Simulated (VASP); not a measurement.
A convergence study with VASP on HfC (space group Fm-3m): one setting is varied, all else stays as given below, so the limit is that of these other settings. Each run relaxes cell and ions from the cell shown. The basis is that of the starting cell, so low cut-offs carry a Pulay error.

```xyz
2
Lattice="0.0000 2.3316 2.3316 2.3316 0.0000 2.3316 2.3316 2.3316 0.0000" Properties=species:S:1:pos:R:3 pbc="T T T"
Hf     0.0000     0.0000     0.0000
C      2.3316     2.3316     2.3316
```

These are LDA (Ceperley-Alder, Perdew-Zunger), VASP's LDA PAW potentials (set 64) (plane waves; VASP 6.6.1) values and carry that method's errors. The tightest run used: 800 eV cut-off, 12×12×12 Γ-centred mesh, Fermi-Dirac smearing of 0.10 eV, potentials Hf_pv C.

Task: The settings run are ENCUT = 200; ENCUT = 240; ENCUT = 280; ENCUT = 340; ENCUT = 400; ENCUT = 480; ENCUT = 600; ENCUT = 800. From which on does the relaxed volume stay within 0.05 Å³/atom of the tightest run?

Result: From ENCUT = 400 on: it is off by 0.028 there and by no more than 0.05 in any finer run, while ENCUT = 340 is off by 0.114.
| setting | relaxed volume (Å³/atom) | E (eV/atom) | plane waves | difference judged (Å³/atom) |
|---|---|---|---|---|
| ENCUT = 200 | 11.172 | -11.6859 | 172 | 0.809 |
| ENCUT = 240 | 11.435 | -11.5718 | 222 | 0.546 |
| ENCUT = 280 | 11.663 | -11.5034 | 290 | 0.318 |
| ENCUT = 340 | 11.867 | -11.4654 | 372 | 0.114 |
| ENCUT = 400 | 11.953 | -11.4538 | 477 | 0.028 |
| ENCUT = 480 | 11.980 | -11.4478 | 620 | 0.001 |
| ENCUT = 600 | 11.975 | -11.4485 | 881 | 0.006 |
| ENCUT = 800 | 11.981 | -11.4502 | 1319 | 0.000 |

Left out are rungs that failed or repeat a setting and relaxations that didn't move; long series are thinned to 24 rows.

The structure is a typed HfC crystal (space group no. 225).
